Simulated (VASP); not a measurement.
Input:

```yaml
crystal:
  lattice:
    - [4.00192, 0.00000, 0.00000]
    - [0.00000, 4.00192, 0.00000]
    - [0.00000, 0.00000, 4.00192]
  atoms:
    - { symbol: Ba, position: [0.00000, 0.00000, 0.00000] }
    - { symbol: Ti, position: [0.50000, 0.50000, 0.50000] }
    - { symbol: O, position: [0.50000, 0.00000, 0.50000] }
    - { symbol: O, position: [0.00000, 0.50000, 0.50000] }
    - { symbol: O, position: [0.50000, 0.50000, 0.00000] }
```

Method: SCAN meta-GGA, VASP's PBE PAW potentials (set 64) (plane waves; VASP). Settings: 520 eV cut-off, 6×6×6 Γ-centred mesh, tetrahedra with Blöchl corrections, potentials Ba_sv Ti_sv O.

Unless said otherwise, spin-orbit coupling is left out, though it shifts the bands of the heavy elements here.

Q: Predict the energy per atom (σ→0), band gap (over mesh and band path) with the smallest direct gap where there is one.

A: 
```json
{
 "band gap (over mesh and band path)": "2.14 eV",
 "smallest direct gap (over mesh and band path)": "2.30 eV",
 "energy per atom (σ→0)": "-1762.7 kJ/mol of atoms"
}
```

Total energies compare only between runs with the same potentials, cut-off and functional.

The compound is BaTiO3 in the cubic perovskite structure, the ideal cubic form; the compound distorts at low or room temperature. It was relaxed first.
